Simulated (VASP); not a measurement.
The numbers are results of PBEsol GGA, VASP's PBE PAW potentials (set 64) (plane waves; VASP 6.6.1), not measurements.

The input files of a VASP run:

INCAR:
```
ISIF  =  3   ! ions, shape and volume
LREAL  =  .FALSE.   ! projection in real space or not
NSW  =  60   ! most ionic steps
EDIFF  =  1E-6   ! SCF stop (eV)
IBRION  =  2   ! conjugate gradients
LCHARG  =  .FALSE.
SIGMA  =  0.1   ! width (eV)
SYSTEM  =  Rb
ISMEAR  =  1   ! Methfessel-Paxton
ENCUT  =  400
NELM  =  100   ! most electronic steps
PREC  =  Accurate
ALGO  =  Normal
LMAXMIX  =  4   ! l cut-off of mixed one-centre charges
LWAVE  =  .FALSE.
GGA  =  PS   ! PBEsol
LASPH  =  .TRUE.   ! aspherical one-centre terms
EDIFFG  =  -0.01   ! ionic stop
```

KPOINTS:
```
Automatic
0
gamma
 8 8 8
0 0 0
```

### POSCAR
```
Rb
1.0
 -2.8250000000   2.8250000000   2.8250000000
  2.8250000000  -2.8250000000   2.8250000000
  2.8250000000   2.8250000000  -2.8250000000
Rb
1
Cartesian
  0.0000000000   0.0000000000   0.0000000000
```

POTCAR, in this order: Rb_sv (PBE.64 set). Program: vasp_std.

The run wrote:

File OSZICAR:
```
       N       E                     dE             d eps       ncg     rms          rms(c)
DAV:   1     0.365939076526E+02    0.36594E+02   -0.30072E+03   464   0.664E+02
DAV:   2     0.783296723227E+00   -0.35811E+02   -0.35768E+02   496   0.132E+02
DAV:   3    -0.985374100524E+00   -0.17687E+01   -0.17601E+01   696   0.317E+01
DAV:   4    -0.101636842641E+01   -0.30994E-01   -0.30992E-01   712   0.368E+00
DAV:   5    -0.101652606507E+01   -0.15764E-03   -0.15764E-03   728   0.205E-01    0.108E+00
DAV:   6    -0.101624657303E+01    0.27949E-03   -0.21319E-03   736   0.310E-01    0.650E-01
DAV:   7    -0.101654631754E+01   -0.29974E-03   -0.38948E-03   656   0.424E-01    0.498E-02
DAV:   8    -0.101662686113E+01   -0.80544E-04   -0.13869E-04   600   0.124E-01    0.150E-02
DAV:   9    -0.101663213731E+01   -0.52762E-05   -0.54715E-06   832   0.206E-02    0.463E-03
DAV:  10    -0.101663178301E+01    0.35430E-06   -0.22112E-06   528   0.990E-03
   1 F= -.10166318E+01 E0= -.10161462E+01  d E =-.101663E+01
       N       E                     dE             d eps       ncg     rms          rms(c)
DAV:   1    -0.102140339293E+01   -0.47713E-02   -0.10419E-01   464   0.242E+00    0.301E-01
DAV:   2    -0.101812128808E+01    0.32821E-02   -0.78115E-03   480   0.749E-01    0.149E-01
DAV:   3    -0.101708583589E+01    0.10355E-02   -0.55447E-03   688   0.469E-01    0.306E-02
DAV:   4    -0.101710274549E+01   -0.16910E-04   -0.87709E-05   600   0.920E-02    0.170E-02
DAV:   5    -0.101712731168E+01   -0.24566E-04   -0.14881E-05   752   0.448E-02    0.103E-02
DAV:   6    -0.101712982962E+01   -0.25179E-05   -0.32021E-06   640   0.180E-02    0.244E-03
DAV:   7    -0.101712952621E+01    0.30341E-06   -0.17359E-07   312   0.512E-03
   2 F= -.10171295E+01 E0= -.10166407E+01  d E =-.497743E-03
       N       E                     dE             d eps       ncg     rms          rms(c)
DAV:   1    -0.103576296120E+01   -0.18633E-01   -0.43695E-01   480   0.496E+00    0.618E-01
DAV:   2    -0.102187987421E+01    0.13883E-01   -0.32638E-02   480   0.154E+00    0.303E-01
DAV:   3    -0.101760619929E+01    0.42737E-02   -0.23033E-02   696   0.954E-01    0.615E-02
DAV:   4    -0.101767291960E+01   -0.66720E-04   -0.34045E-04   536   0.185E-01    0.346E-02
DAV:   5    -0.101776856548E+01   -0.95646E-04   -0.64827E-05   792   0.930E-02    0.210E-02
DAV:   6    -0.101777582574E+01   -0.72603E-05   -0.12781E-05   808   0.358E-02    0.448E-03
DAV:   7    -0.101777539056E+01    0.43518E-06   -0.47269E-07   296   0.875E-03
   3 F= -.10177754E+01 E0= -.10172790E+01  d E =-.114361E-02
       N       E                     dE             d eps       ncg     rms          rms(c)
DAV:   1    -0.109179516683E+01   -0.74019E-01   -0.17962E+00   472   0.101E+01    0.126E+00
DAV:   2    -0.103389558438E+01    0.57900E-01   -0.13317E-01   464   0.313E+00    0.609E-01
DAV:   3    -0.101680678793E+01    0.17089E-01   -0.93087E-02   696   0.191E+00    0.121E-01
DAV:   4    -0.101708910873E+01   -0.28232E-03   -0.13004E-03   528   0.372E-01    0.692E-02
DAV:   5    -0.101748436691E+01   -0.39526E-03   -0.32756E-04   760   0.205E-01    0.415E-02
DAV:   6    -0.101749706003E+01   -0.12693E-04   -0.40847E-05   832   0.655E-02    0.511E-03
DAV:   7    -0.101749805609E+01   -0.99606E-06   -0.41648E-06   632   0.231E-02
   4 F= -.10174981E+01 E0= -.10169828E+01  d E =-.866273E-03
       N       E                     dE             d eps       ncg     rms          rms(c)
DAV:   1    -0.104758810933E+01   -0.30091E-01   -0.72805E-01   464   0.640E+00    0.789E-01
DAV:   2    -0.102518801807E+01    0.22400E-01   -0.55739E-02   464   0.197E+00    0.399E-01
DAV:   3    -0.101771458787E+01    0.74734E-02   -0.40325E-02   680   0.127E+00    0.865E-02
DAV:   4    -0.101778915131E+01   -0.74563E-04   -0.71396E-04   528   0.258E-01    0.474E-02
DAV:   5    -0.101791652945E+01   -0.12738E-03   -0.89207E-05   832   0.115E-01    0.289E-02
DAV:   6    -0.101792264253E+01   -0.61131E-05   -0.29829E-05   776   0.511E-02    0.872E-03
DAV:   7    -0.101792399292E+01   -0.13504E-05   -0.71576E-07   344   0.104E-02    0.871E-04
DAV:   8    -0.101792392890E+01    0.64015E-07   -0.69993E-08   256   0.214E-03
   5 F= -.10179239E+01 E0= -.10174214E+01  d E =-.129215E-02
```

### OUTCAR
```
------------------------ aborting loop because EDIFF is reached ----------------------------------------
  FORCE on cell =-STRESS in cart. coord.  units (eV):
  Direction    XX          YY          ZZ          XY          YZ          ZX
  --------------------------------------------------------------------------------------
  Total       -0.0018027     -0.0018027     -0.0018027     -0.0000000     -0.0000000      0.0000000
  in kB       -0.0333402     -0.0333402     -0.0333402     -0.0000000     -0.0000000      0.0000000
  external PRESSURE =      -0.0333402 kB  Pullay stress =       0.0000000 kB
  volume of cell :       86.63
      direct lattice vectors                 reciprocal lattice vectors
    -2.787438433  2.787438433  2.787438433     0.000000000  0.179376159  0.179376159
     2.787438433 -2.787438433  2.787438433     0.179376159  0.000000000  0.179376159
     2.787438433  2.787438433 -2.787438433     0.179376159  0.179376159  0.000000000
 POSITION                                       TOTAL-FORCE (eV/Angst)
 -----------------------------------------------------------------------------------
     -0.00000      0.00000      0.00000         0.000000      0.000000     -0.000000
 -----------------------------------------------------------------------------------
    total drift:                               -0.000000      0.000000     -0.000000
  FREE ENERGIE OF THE ION-ELECTRON SYSTEM (eV)
  ---------------------------------------------------
  free  energy   TOTEN  =        -1.0179239289 eV

  energy  without entropy=       -1.0164164628  energy(sigma->0) =       -1.01742144

 reached required accuracy - stopping structural energy minimisation
```
(Selected blocks of OUTCAR.)

**CONTCAR**
```
Rb
   1.00000000000000
    -2.7874384333403652    2.7874384333403652    2.7874384333403652
     2.7874384333403652   -2.7874384333403652    2.7874384333403652
     2.7874384333403652    2.7874384333403652   -2.7874384333403652
  Rb
     1
Direct
     0.0000000000000000    0.0000000000000000    0.0000000000000000
```

Energy and stress use the plane-wave basis of the starting cell.

The compound is Rb in the bcc structure. This run relaxes it. Symmetry was kept, so distortions that lower it aren't found.
